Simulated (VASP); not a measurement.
Level of theory: PBE GGA, VASP's PBE PAW potentials (set 64) (plane waves; VASP).

VASP input:

POSCAR:
```
CsI
9.1438120
  0.5000000000   0.0000000000   0.0000000000
  0.0000000000   0.5000000000   0.0000000000
  0.0000000000   0.0000000000   0.5000000000
Cs I
1 1
Direct
 -0.0021680000  -0.0036730000  -0.0002980000
  0.5021680000   0.5036730000   0.5002980000
```

INCAR:
```
ALGO  =  Normal
EDIFF  =  1E-6
ENCUT  =  300
GGA  =  PE
ISIF  =  2
ISMEAR  =  -1
LASPH  =  T
LCHARG  =  F
LMAXMIX  =  4
LREAL  =  F
LWAVE  =  F
NELM  =  100
PREC  =  Accurate
SIGMA  =  0.05
SYSTEM  =  CsI
```

File KPOINTS:
```
Automatic mesh
0
Gamma
5 5 5
0 0 0
```

POTCAR, in this order: Cs_sv I (PBE.64 set). Program: vasp_std.

What does the run give for the energy per atom (σ→0)?

```
Item                           Result
---------------------  --------------
energy per atom (σ→0)  -2.714 eV/atom
```

File OSZICAR:
```
...
DAV:   6    -0.544913769477E+01    0.11923E+00   -0.16201E-01  1684   0.191E+00    0.122E+00
DAV:   7    -0.542460710907E+01    0.24531E-01   -0.13787E-01  1744   0.181E+00    0.600E-01
DAV:   8    -0.542799605844E+01   -0.33889E-02   -0.95622E-03  1704   0.627E-01    0.842E-02
DAV:   9    -0.542837429487E+01   -0.37824E-03   -0.83816E-04  1840   0.193E-01    0.747E-02
DAV:  10    -0.542846854006E+01   -0.94245E-04   -0.12980E-04  1760   0.769E-02    0.132E-02
DAV:  11    -0.542846721785E+01    0.13222E-05   -0.33706E-05  1808   0.296E-02    0.552E-03
DAV:  12    -0.542846762545E+01   -0.40760E-06   -0.33573E-06  1808   0.126E-02
   1 F= -.54284676E+01 E0= -.54284676E+01  d E =-.342335E-10
```

The structure comes from a computed database's CsI entry; how it stands against other phases isn't given here. The cell was not relaxed at this level, atoms are displaced from their ideal sites.
